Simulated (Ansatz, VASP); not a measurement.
## LaMg6Si in VASP and in Ansatz

Contents of run.py:

```python
from ase.calculators.vasp import Vasp
from ase.dft.bandgap import bandgap
from ase.io import read

atoms = read('POSCAR')
calc = Vasp(
    directory='calc',
    xc='lda',
    pp='LDA',
    setups='minimal',
    prec='Accurate',
    encut=500,
    ediff=1e-07,
    ismear=0,
    sigma=0.02,
    lreal=False,
    lasph=True,
    nelm=80,
    algo='Normal',
    isif=2,
    lwave=False,
    lcharg=False,
    kpts=[6, 5, 5],
    gamma=True,
)
atoms.calc = calc

print('energy (eV):', atoms.get_potential_energy())
print('free energy (eV):', atoms.get_potential_energy(force_consistent=True))
print('forces (eV/A):')
print(atoms.get_forces())
print('stress (eV/A^3, Voigt):', atoms.get_stress())
print('Fermi level (eV):', calc.get_fermi_level())
gap, top, bottom = bandgap(calc)
print('band gap (eV):', gap, 'from (spin, k, band)', top, 'to', bottom)
```

Contents of POSCAR:

```
LaMg6Si
1.0
    4.9002060000      0.0000000000      0.0000000000
    0.0000000000      2.9561180000      6.7304940000
    0.0000000000     -2.9561180000      6.7304940000
La Si Mg
1 1 6
Direct
    0.5000000000      0.1974220000      0.1974220000
    0.5000000000      0.6288580000      0.6288580000
    0.0000000000      0.7850820000      0.7850820000
    0.0000000000      0.3619110000      0.3619110000
    0.0000000000      0.3243910000      0.8211370000
    0.0000000000      0.8211370000      0.3243910000
    0.5000000000      0.1868530000      0.6943420000
    0.5000000000      0.6943420000      0.1868530000
```

The input input.yaml:

```yaml
crystal:
  lattice:
    - [4.900206, 0.0, 0.0]
    - [0.0, 2.956118, 6.730494]
    - [0.0, -2.956118, 6.730494]
  atoms:
    - { symbol: La, position: [0.5, 0.197422, 0.197422] }
    - { symbol: Si, position: [0.5, 0.628858, 0.628858] }
    - { symbol: Mg, position: [0.0, 0.785082, 0.785082] }
    - { symbol: Mg, position: [0.0, 0.361911, 0.361911] }
    - { symbol: Mg, position: [0.0, 0.324391, 0.821137] }
    - { symbol: Mg, position: [0.0, 0.821137, 0.324391] }
    - { symbol: Mg, position: [0.5, 0.186853, 0.694342] }
    - { symbol: Mg, position: [0.5, 0.694342, 0.186853] }
hamiltonian:
  xc: lda
  pseudopotentials: { kind: paw }
kpoints:
  mp_grid: { grid: [6, 5, 5] }
scf:
  occupations: { method: gaussian, width: 0.02 }
output:
  forces: true
  stress: true
  eigenvalues: true
```

The cell comes from a database or a generator and needn't be the stable form of this composition.

Alike in both runs: task single point; functional LDA; k mesh 6 × 5 × 5; occupations gaussian, width 0.02 eV; no spin polarisation.

|  | VASP | Ansatz |
| --- | --- | --- |
| version | VASP 6.6.1 | Ansatz 0.2.0 |
| potentials or method | VASP PAW LDA potentials, release 64 (La, Si, Mg) | Ansatz PAW |
| plane-wave cutoff (eV) | 500 | 420 |
| valence electrons in the cell | 27 | 75 |

Ansatz gave:

| Property | Result |
| --- | --- |
| gap on the k mesh at the Fermi level (eV) | none |
| pressure (GPa) | -2.5 |
| largest component of the traceless stress (GPa) | 0.05 |
| rms of the force components (eV/Å) | 0.022 |

**Question.** Which values does VASP return?

**Answer.** gap on the k mesh at the Fermi level (eV): none; pressure (GPa): -2.8; largest component of the traceless stress (GPa): 0.08; rms of the force components (eV/Å): 0.024.

Atom by atom the forces differ by 0.003 eV/Å (rms over components). A gap of «none» marks a metal or a gap that the smearing closes. The two sets of potentials don't hold the same shells in valence.

Caveats: the PAW data sets come from PBE, with cores solved anew for the run's functional, which leaves a small shift of forces and pressure (Ansatz). The runs have no spin-orbit coupling, so splittings on La are missing.
